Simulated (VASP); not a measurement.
Set up this calculation in VASP 6.6.1, as the native input.

```yaml
Task: relaxation of cell and atoms
Functional: PBE
Dispersion: TS-HI
Potentials_or_basis: VASP PAW PBE potentials, release 64 (Cs_sv, Ta_pv, S)
Cutoff: 600 eV
k_mesh: 7 × 7 × 3
Occupations: fermi-dirac, width 0.05 eV
Spin: no spin polarisation
Further_INCAR_settings: ALGO = Normal; EDIFF = 1e-06; IBRION = 2; EDIFFG = -0.01; NSW = 40; ISIF = 3
```

The structure of CsTaS2 lies in POSCAR:

```
CsTaS2
1.0
    3.5423800000      0.0000000000      0.0000000000
   -1.7711900000      3.0677900000      0.0000000000
    0.0000000000      0.0000000000      8.2684800000
Cs Ta S
1 1 2
Direct
    0.0000000000      0.0000000000      0.5000000000
    0.3333300000      0.6666700000      0.0000000000
    0.6666700000      0.3333300000      0.1817700000
    0.6666700000      0.3333300000      0.8182300000
```

The cell was built by a generator and needn't be a form met in nature.

These files were run (other wordings do the same):

INCAR

```
SYSTEM = CsTaS2
PREC     = Accurate       ! precision mode
ENCUT    = 600            ! plane-wave cutoff, eV
EDIFF    = 1E-6           ! SCF threshold, eV
ISMEAR   = -1             ! smearing method
SIGMA    = 0.05           ! smearing width, eV
LREAL    = .False.        ! projectors in reciprocal space
LASPH    = .True.         ! aspherical terms in the spheres
NELM     = 100            ! most SCF steps
ALGO     = Normal         ! electronic algorithm
ISIF     = 3              ! what is computed and relaxed
LWAVE    = .False.        ! write WAVECAR
LCHARG   = .False.        ! write CHGCAR
GGA      = PE             ! functional
IVDW     = 21             ! dispersion correction
IBRION   = 2              ! ionic algorithm
NSW      = 40             ! ionic steps
EDIFFG   = -0.01          ! ionic threshold
```

KPOINTS

```
regular mesh
0
Gamma
  7 7 3
  0 0 0
```

Potentials or basis: VASP PAW PBE potentials, release 64 (Cs_sv, Ta_pv, S).

Launch:

```bash
$ cat potpaw_PBE.64/Cs_sv/POTCAR potpaw_PBE.64/Ta_pv/POTCAR potpaw_PBE.64/S/POTCAR > POTCAR
$ mpirun -np 1 vasp_std > vasp.out
```

Results of the run:

| Item | Value |
| --- | --- |
| Relaxed volume | 21.32 Å³/atom |
| Relaxed cell | a = 3.448 Å, b = 3.448 Å, c = 8.281 Å, α = 90.00°, β = 90.00°, γ = 120.00° |
| Space group after relaxing (to 0.05 Å) | P-6m2 (No. 187) |
| Energy gained by relaxing | 19.3 meV/atom |
| Ionic steps | 11 |
| Pressure after relaxing | 0.0 GPa |
| Largest force after relaxing | 0.006 eV/Å |
| Band gap on the k mesh | 0.15 eV, indirect (least direct gap 0.87 eV) |
| Hirshfeld charges | Cs +0.20; Ta +0.31; S -0.26 e |
| Dispersion energy per atom | -0.452 eV |

Caveat: spin-orbit coupling is left out, which moves the levels of the heavy elements; an odd mesh through Γ misses points on the zone boundary, where band edges often lie.

It took 22 min on 1 thread of AMD EPYC 7R43 64-Core Processor (Zen 3) (shared host), peak memory 0.27 GiB.
